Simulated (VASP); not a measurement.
```xyz
4
Lattice="4.3580 0.0000 0.0000 -2.1790 3.7741 0.0000 0.0000 0.0000 5.3180" Properties=species:S:1:pos:R:3 pbc="T T T"
Y      0.0000     2.5161     4.9859
Y      2.1790     1.2580     2.3269
B      0.0000     2.5161     2.3264
B      2.1790     1.2580     4.9854
```

Calculation: PBEsol GGA, VASP's PBE PAW potentials (set 64) (plane waves; VASP). Run with 520 eV cut-off, 9×9×7 Γ-centred mesh, tetrahedra with Blöchl corrections, potentials Y_sv B.

**Question.** Estimate the energy per atom (σ→0), band gap (on the k-mesh) with the smallest direct gap where there is one.

**Answer.** 
```json
{
 "band gap (on the k-mesh)": "none (metal, semimetal or under 0.01 eV)",
 "energy per atom (σ→0)": "-6.222 eV/atom"
}
```

Total energies compare only between runs with the same potentials, cut-off and functional.

The structure was generated: YB was put into the wurtzite type (P6_3mc), which need not be its known phase. It was relaxed first, which changed the volume by -31 %. The relaxed cell has space group P6_3/mmc.
